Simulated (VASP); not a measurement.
```
LaSi
1.0
    5.29261     0.00000     0.00000
   -2.64631     4.58354     0.00000
    0.00000     0.00000     5.85966
La Si
2 2
Direct
  0.33333   0.66667   0.93750
  0.66667   0.33333   0.43750
  0.33333   0.66667   0.43750
  0.66667   0.33333   0.93750
```

These are PBEsol GGA, VASP's PBE PAW potentials (set 64) (plane waves; VASP 6.6.1) values and carry that method's errors. Settings: 400 eV cut-off, Gaussian smearing of 0.050 eV, potentials La Si.

Task: Give the energies of bands 9 to 18 at the high-symmetry points, in eV from the Fermi level.

Result: 
| band | Γ | M | K | A | L | H |
|---|---|---|---|---|---|---|
| 9 | -6.80 | -6.20 | -6.04 | -5.83 | -5.38 | -5.32 |
| 10 | -6.19 | -5.99 | -6.04 | -5.83 | -5.38 | -5.32 |
| 11 | -0.63 | -1.09 | -0.54 | -1.24 | -1.87 | -1.85 |
| 12 | -0.63 | -0.31 | -0.54 | -1.24 | -1.87 | -1.85 |
| 13 | -0.52 | 0.03 | -0.34 | -0.94 | -0.57 | -0.42 |
| 14 | -0.52 | 0.07 | 0.26 | -0.94 | -0.57 | -0.42 |
| 15 | 0.42 | 0.36 | 0.27 | -0.94 | -0.25 | -0.41 |
| 16 | 1.14 | 0.57 | 0.27 | -0.94 | -0.25 | -0.41 |
| 17 | 1.14 | 0.72 | 0.92 | 2.35 | 2.08 | 1.72 |
| 18 | 1.24 | 1.66 | 1.18 | 2.40 | 2.08 | 1.72 |

It has no gap at this level: it comes out as a metal or semimetal.

The structure was generated: LaSi was put into the wurtzite type (P6_3mc), which need not be its known phase. It was relaxed first, which changed the volume by -28 %. The relaxed cell has space group P6_3/mmc.
